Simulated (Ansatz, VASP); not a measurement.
# P: VASP beside Ansatz

Wanted: the spread between two codes on one cell, functional and k mesh. The cell is taken from a series of runs on this material, whose earlier steps may have relaxed, scaled, displaced or heated it; both programs get it as it stands.

Method: plane waves, with VASP 6.6.1 beside it; zone-centre phonons at PBE, in Ansatz 0.2.0.

### 1. The structure

The structure is orthorhombic, space group Cmce (No. 64). Conventional cell: a = 3.310 Å, b = 11.299 Å, c = 4.564 Å, α = 90.00°, β = 90.00°, γ = 90.00°. P has 3 P at 2.23 to 2.26 Å nearest.

### 2. Ansatz: zone-centre phonons, PBE

Ansatz runs on its PAW soft_1 files.

Second derivatives magnify differences that forces hide, and they need a tight electronic threshold.

input.yaml

```yaml
crystal:
  lattice:
    - [1.6549243161, -5.6497221072, 0.0]
    - [1.6549243161, 5.6497221072, 0.0]
    - [0.0, 0.0, 4.5642076748]
  atoms:
    - { symbol: P, position: [0.9060829094, 0.0939170906, 0.0865031028] }
    - { symbol: P, position: [0.5939170906, 0.4060829094, 0.5865031028] }
    - { symbol: P, position: [0.0939170906, 0.9060829094, 0.9134968972] }
    - { symbol: P, position: [0.4060829094, 0.5939170906, 0.4134968972] }
kpoints:
  mp_grid: { grid: [10, 10, 8] }
hamiltonian:
  xc: pbe
  pseudopotentials: { kind: paw, azcp: { folder: soft_1 } }
scf:
  occupations: { method: gaussian, width: 0.01 }
output:
  eigenvalues: true
phonons:
  method: dfpt
```

Launch:

```bash
> ansatz run input.yaml --threads 4 --pin off --max-ram 8192MiB --backend cpu --events-out ev --progress --plain --runs-dir out
```

Numbers of over 12 decimals in the logs are rounded to 6 here.

Output:

```text
zone centre: on kpoints.mp_grid the ground state, and the responses unless they are solved on pairs of k-points, stand on 227 of the mesh's 800 k-points, reduced under 2 symmetry operations, with k and −k counted as one. Each operation leaves every solved displacement unchanged or reverses it
Engine: ansatz 0.2.0, x86_64-unknown-linux-gnu
Pseudopotentials: kind: paw
Pseudopotential: P, paw, valence charge 5, recommended cutoff 420 eV (normal), soft_1/P.paw.azcp
Functional definition: PBE
  parameter kappa = 0.804
  parameter beta = 0.066725
  exchange = pbe_x(kappa = kappa, mu = beta*pi^2/3)
  correlation = pbe_c(beta = beta)
Crystal: 4 atoms, lattice volume = 85.349 Å³
Basis set: ecut = 420 eV, 1709 PW (Γ), exchange–correlation on 80×80×64 points (8 copies of the dense FFT grid, shifted against one another)
Bands: 14, of which v1, the nominal top of the filled ones, is band 10 counted from 1 (9 counted from 0)
Symmetry: 8 space group operations
k-points: 227 of 800 (irreducible under 2 space group operations, time reversal used)
Non-local potential: P, projectors of the file, l = 0: 2, l = 1: 2, l = 2: 1
PAW form: soft (Blöchl's): semilocal exchange-correlation on the pseudo side does not see the compensation charge
PAW one-centre angular grid: P, 110 points (default); XC on 64 Gauss nodes
Initial density: superposition of atomic densities (chi_scale 0.1, normalization cell)
Initial wavefunctions: pseudopotential atomic-orbital guess
Functional: x = pbe(κ = 0.804, μ = 0.219515), c = pbe(β = 0.066725)
SCF iter   1: F=—  HF=-3022.859670 eV  |F-HF|=—  |Δ(HF+E_count)|=         —  Δρ=3.71e-2  dr2=8.03e-1  ethr=3.10e-3  ⟨swp⟩=8.3  Hψ=25910  notcnv=0
preconditioner: auto → none  [insulator: Δε(μ)=0.251 eV  Ē_g=8.854 eV  σ=0.010 eV  W_gap=1.00  n_scr=12 (ndim 8)  ℏωp=18.0 eV  f_vac=0.000  D(μ)=0.00/eV (n_scr^D=0)  ε∞_Penn≈5.1]
SCF iter   2: F=—  HF=-3022.720256 eV  |F-HF|=—  |Δ(HF+E_count)|=   1.39e-1  Δρ=1.74e-2  dr2=1.60e-1  ethr=3.10e-3  ⟨swp⟩=1.1  Hψ=5021  notcnv=0
SCF iter   3: F=—  HF=-3022.694732 eV  |F-HF|=—  |Δ(HF+E_count)|=   2.55e-2  Δρ=1.28e-3  dr2=2.90e-3  ethr=7.99e-4  ⟨swp⟩=2.9  Hψ=5541  notcnv=0
SCF iter   4: F=—  HF=-3022.694565 eV  |F-HF|=—  |Δ(HF+E_count)|=   1.67e-4  Δρ=6.58e-4  dr2=1.44e-3  ethr=1.45e-5  ⟨swp⟩=4.1  Hψ=8573  notcnv=0
SCF iter   5: F=—  HF=-3022.694235 eV  |F-HF|=—  |Δ(HF+E_count)|=   3.30e-4  Δρ=2.65e-4  dr2=2.13e-4  ethr=7.19e-6  ⟨swp⟩=2.5  Hψ=4911  notcnv=0
SCF iter   6: F=—  HF=-3022.694184 eV  |F-HF|=—  |Δ(HF+E_count)|=   5.04e-5  Δρ=6.04e-5  dr2=1.13e-5  ethr=1.07e-6  ⟨swp⟩=2.1  Hψ=4681  notcnv=0
SCF iter   7: F=—  HF=-3022.694182 eV  |F-HF|=—  |Δ(HF+E_count)|=   2.16e-6  Δρ=8.90e-6  dr2=2.07e-7  ethr=5.63e-8  ⟨swp⟩=2.3  Hψ=5098  notcnv=0
SCF iter   8: F=—  HF=-3022.694182 eV  |F-HF|=—  |Δ(HF+E_count)|=   1.73e-7  Δρ=1.23e-6  dr2=1.70e-9  ethr=1.03e-9  ⟨swp⟩=3.0  Hψ=6465  notcnv=0
SCF iter   9: F=—  HF=-3022.694182 eV  |F-HF|=—  |Δ(HF+E_count)|=  1.98e-10  Δρ=3.25e-7  dr2=1.35e-10  ethr=8.49e-12  ⟨swp⟩=2.6  Hψ=5593  notcnv=0
SCF iter  10: F=-3022.694182 eV  HF=-3022.694182 eV  |F-HF|=1.36e-12  |Δ(HF+E_count)|=  4.09e-11  Δρ=5.42e-8  dr2=3.37e-12  ethr=1.00e-12  ⟨swp⟩=6.9  Hψ=22212  notcnv=0
SCF 1 converged in 10 iterations: F = -3022.694182 eV  dr2 = 3.37e-12
  greatest PAW one-centre occupation: 0.807 electrons in one spin orbital (limit 2), on the P atom at site 3 (counted from 0), in its partial waves of l = 0
DFPT response loops at Γ: preconditioner auto → Resta (q_TF=auto, 2.142 Å⁻¹)  ε∞=21.2 (no band partly filled); β = 1.00, the filter's whole step (`scf.mixing.beta` (0.50) is not read by the response loops at its default; to damp them type it under 1.00, their step now; it binds the ground state too); Broyden in place of MSR1
SCF converged after 10 iterations
Free energy (F): -3022.694182 eV
Harris-Foulkes:  -3022.694182 eV  (|F-HF|=1.36e-12)
Internal energy: -3022.694182 eV  (E = F + TS)
E sigma→0 (E₀):  -3022.694182 eV
Fermi energy:    6.303638 eV
--- Per-component energies (eV) ---
  E_band       = -7.603601
  E_kinetic    = 271.734111
  E_local      = -356.302668  (includes V_loc(G=0)·N_el)
  E_nonlocal   = 130.076861
  E_hartree    = 109.612475
  E_xc         = -289.749516
  E_vxc        = -241.592486  (∫ρ·V_xc dr)
  E_paw        = -2232.559408  (= ΣΔE_a)
  E_vpaw       = -30.744372  (= ΣTr[D̂ρ^β])
  E_aug_tail   = -0.000001  (compensation charges beyond the density's cutoff)
  E_ewald      = -655.506036
  E_smearing   = -0.000000  (= −TS)
  E_closure    = 0.000000  (closes the sum)
  Σ components = -3022.694182   (vs F -3022.694182, Δ=0.00e0)
--- Band table (eV; the first three rows and the last of 227) ---
  k-point 0: bands = [... 6 lower, 2.4384, 3.6289, 3.9399, 5.2548, 6.9718, 7.4462, 8.3162, 9.1282]
  k-point 1: bands = [... 6 lower, 2.4973, 3.8970, 4.1027, 4.6989, 7.4097, 7.6788, 8.1765, 9.0431]
  k-point 2: bands = [... 6 lower, 2.6668, 3.7612, 3.7780, 4.9529, 7.6738, 7.8057, 8.6461, 8.9145]
  k-point 226: bands = [... 6 lower, 3.4599, 3.4599, 4.4518, 4.4518, 7.7780, 7.7780, 8.8040, 8.8040]
--- Phonons (Γ-DFPT): 3 representative perturbations + reference, on 227 of 800 k-points (Σ response iterations 9) ---
  k mesh reduced under 2 symmetry operations, with k and −k counted as one. Each operation leaves every solved displacement unchanged or reverses it
  ASR residual: 3.367e-5 → 0.000e0 eV/Å²; symmetrization residual: 4.242e-7 eV/Å²
  ASR residual per site (eV/Å²): 3.37e-5 3.37e-5 3.37e-5 3.37e-5
  Γ frequencies (cm⁻¹): 0.00 0.00 0.00 124.84 186.49 222.32 340.45 411.81 420.55 421.76 451.05 457.36
  non-analytic LO–TO correction: not included (Born effective charges unavailable; polar crystals: no LO–TO splitting at Γ)
```

The column dr2 measures how far the density is from self-consistency, as an energy; F and HF (Harris–Foulkes) agree once it is small.

### 3. VASP: zone-centre phonons, PBE

The same cell, functional, mesh and smearing now go to VASP, with its own data sets.

Lines of VASP's logs that name or quote its potential files are left out, and so is its time.

INCAR

```
SYSTEM = P
PREC = Accurate
ENCUT = 500
EDIFF = 1E-08
NELM = 120
ISMEAR = 0
SIGMA = 0.01
LREAL = .FALSE.
ALGO = Normal
GGA = PE
NBANDS = 16
LORBIT = 11
LWAVE = .FALSE.
LCHARG = .FALSE.
ISIF = 2
IBRION = 8
LASPH = .TRUE.
GGA_COMPAT = .FALSE.
EFERMI = MIDGAP
KPAR = 2
```

POSCAR

```
P
1.0
    1.6549243161     -5.6497221072      0.0000000000
    1.6549243161      5.6497221072      0.0000000000
    0.0000000000      0.0000000000      4.5642076748
P
4
Direct
    0.9060829094      0.0939170906      0.0865031028
    0.5939170906      0.4060829094      0.5865031028
    0.0939170906      0.9060829094      0.9134968972
    0.4060829094      0.5939170906      0.4134968972
```

KPOINTS

```
Automatic mesh
0
Gamma
10 10 8
0 0 0
```

PAW data sets: P (PBE family, release 64).

Launch:

```bash
> mpirun -np 2 vasp_std
```

Output:

```text
[banner, memory and clock lines left out]
running    2 mpi-ranks, on    1 nodes
 distrk:  each k-point on    1 cores,    2 groups
 distr:  one band on    1 cores,    1 groups

 POSCAR found type information on POSCAR P
 POSCAR found :  1 types and       4 ions
 LDA part: xc-table for (Slater+PW92), standard interpolation
 POSCAR, INCAR and KPOINTS ok, starting setup
 FFT: planning ... GRIDC
 FFT: planning ... GRID_SOFT
 FFT: planning ... GRID
 WAVECAR not read
 entering main loop
       N       E                     dE             d eps       ncg     rms          rms(c)
DAV:   1     0.612511966382E+02    0.61251E+02   -0.80613E+03  4960   0.101E+03
DAV:   2    -0.179499633243E+02   -0.79201E+02   -0.76249E+02  6704   0.158E+02
DAV:   3    -0.216218494127E+02   -0.36719E+01   -0.36573E+01  6872   0.371E+01
DAV:   4    -0.216640612902E+02   -0.42212E-01   -0.42200E-01  6224   0.472E+00
DAV:   5    -0.216650919220E+02   -0.10306E-02   -0.10306E-02  7000   0.685E-01    0.998E+00
DAV:   6    -0.215540616041E+02    0.11103E+00   -0.65118E-02  5872   0.139E+00    0.592E+00
DAV:   7    -0.215080043202E+02    0.46057E-01   -0.11523E-01  6296   0.191E+00    0.269E-01
DAV:   8    -0.215082874346E+02   -0.28311E-03   -0.10315E-02  5904   0.626E-01    0.139E-01
DAV:   9    -0.215083997934E+02   -0.11236E-03   -0.40391E-04  6952   0.132E-01    0.785E-02
DAV:  10    -0.215084470320E+02   -0.47239E-04   -0.66404E-05  6192   0.472E-02    0.315E-02
DAV:  11    -0.215084607509E+02   -0.13719E-04   -0.18069E-05  6104   0.308E-02    0.978E-03
DAV:  12    -0.215084615557E+02   -0.80484E-06   -0.96160E-07  6520   0.628E-03    0.309E-03
DAV:  13    -0.215084613987E+02    0.15702E-06   -0.11875E-07  6472   0.209E-03    0.814E-04
DAV:  14    -0.215084614143E+02   -0.15638E-07   -0.37616E-09  3992   0.452E-04    0.300E-04
DAV:  15    -0.215084614043E+02    0.10047E-07   -0.17416E-09  3408   0.313E-04    0.410E-05
DAV:  16    -0.215084614012E+02    0.30977E-08   -0.20271E-10  3160   0.104E-04
   1 F= -.21508461E+02 E0= -.21508461E+02  d E =-.341797E-29
 Linear response reoptimize wavefunctions to high precision
DAV:   1    -0.215084614005E+02    0.66439E-09   -0.60579E-11  3736   0.562E-05
DAV:   2    -0.215084614005E+02    0.45475E-11   -0.13620E-11  2944   0.271E-05
 Linear response DOF=           3
 Linear response progress:
  Degree of freedom:   1/  3
       N       E                     dE             d eps       ncg     rms          rms(c)
RMM:   1    -0.461444402234E-01   -0.46144E-01    0.15648E-02 32334   0.140E+00
RMM:   2    -0.431807723856E-01    0.29637E-02   -0.27399E-03 20418   0.315E-01    0.135E-01
RMM:   3    -0.433192387617E-01   -0.13847E-03   -0.23379E-04 21711   0.693E-02    0.735E-02
RMM:   4    -0.435424056816E-01   -0.22317E-03   -0.11851E-04 21058   0.465E-02    0.136E-02
RMM:   5    -0.434947400560E-01    0.47666E-04   -0.96001E-06 22051   0.141E-02    0.379E-03
RMM:   6    -0.434959494398E-01   -0.12094E-05   -0.74805E-07 22457   0.237E-03    0.271E-03
RMM:   7    -0.435005375674E-01   -0.45881E-05   -0.38582E-07 21714   0.143E-03    0.226E-04
RMM:   8    -0.434995287000E-01    0.10089E-05   -0.18638E-08 23149   0.276E-04    0.128E-04
RMM:   9    -0.434992078517E-01    0.32085E-06    0.16173E-08 22434   0.146E-04    0.352E-05
RMM:  10    -0.434993116459E-01   -0.10379E-06    0.24455E-09 23749   0.411E-05    0.132E-05
RMM:  11    -0.434992413633E-01    0.70283E-07    0.16224E-08 22266   0.318E-05    0.359E-06
RMM:  12    -0.434992530781E-01   -0.11715E-07    0.87678E-09 23732   0.135E-05    0.121E-06
RMM:  13    -0.434992555464E-01   -0.24683E-08    0.12651E-08 17980   0.109E-05    0.352E-07
 first order change of Fermi-energy  -0.58585E-04
 force on displaced ion       1 direction 1 : -10.840  -0.001  -0.001
 Linear response progress:
  Degree of freedom:   2/  3
       N       E                     dE             d eps       ncg     rms          rms(c)
RMM:   1    -0.611232692280E-01   -0.61123E-01    0.42057E-03 17936   0.145E+00
RMM:   2    -0.559662436669E-01    0.51570E-02   -0.32483E-03 11606   0.353E-01    0.147E-01
RMM:   3    -0.558623459397E-01    0.10390E-03   -0.30283E-04 12331   0.873E-02    0.833E-02
RMM:   4    -0.558690867083E-01   -0.67408E-05   -0.42249E-05 12296   0.381E-02    0.311E-02
RMM:   5    -0.558961606768E-01   -0.27074E-04    0.27530E-06 12012   0.151E-02    0.544E-03
RMM:   6    -0.559024517347E-01   -0.62911E-05   -0.19455E-06 12457   0.351E-03    0.175E-03
RMM:   7    -0.559045705606E-01   -0.21188E-05   -0.12967E-06 12398   0.137E-03    0.401E-04
RMM:   8    -0.559050039731E-01   -0.43341E-06   -0.15256E-07 12687   0.459E-04    0.109E-04
RMM:   9    -0.559047842536E-01    0.21972E-06    0.16249E-07 13020   0.150E-04    0.411E-05
RMM:  10    -0.559047771327E-01    0.71209E-08    0.39562E-09 12603   0.836E-05    0.176E-05
 first order change of Fermi-energy  -0.64169E+00
 force on displaced ion       1 direction 2 :   0.000  -9.129  -0.589
 Linear response progress:
  Degree of freedom:   3/  3
       N       E                     dE             d eps       ncg     rms          rms(c)
RMM:   1    -0.588845936499E-01   -0.58885E-01    0.12479E-03 19183   0.149E+00
RMM:   2    -0.517478930015E-01    0.71367E-02   -0.43184E-03 11593   0.383E-01    0.163E-01
RMM:   3    -0.516737462777E-01    0.74147E-04   -0.24843E-04 12230   0.778E-02    0.894E-02
RMM:   4    -0.517044101703E-01   -0.30664E-04   -0.65242E-05 12077   0.398E-02    0.207E-02
RMM:   5    -0.517131432853E-01   -0.87331E-05   -0.27976E-06 12480   0.112E-02    0.458E-03
RMM:   6    -0.517088342704E-01    0.43090E-05    0.64250E-07 12313   0.303E-03    0.170E-03
RMM:   7    -0.517104401799E-01   -0.16059E-05    0.61644E-07 12483   0.136E-03    0.460E-04
RMM:   8    -0.517114806787E-01   -0.10405E-05    0.23765E-07 12586   0.437E-04    0.136E-04
RMM:   9    -0.517113402054E-01    0.14047E-06   -0.42664E-08 12782   0.175E-04    0.480E-05
RMM:  10    -0.517113392676E-01    0.93777E-09   -0.83651E-08 12769   0.836E-05    0.160E-05
 first order change of Fermi-energy   0.45855E+00
 force on displaced ion       1 direction 3 :   0.000  -0.580 -12.853
 Linear response finished
```

[end of part 1 of 2]

[Lines on the potential files, build, host, timing and source positions are cut from VASP's logs without a mark.]

[Logs are printed without paths, hosts, clocks, repeated set-up lines and the standing remarks that a program may print on its own settings, such as how far it seeks lower states.]

[Hosts, paths, dates, database ids (printed as entryN), source tags and the programs' standing remarks are cut or masked in the printed files.]
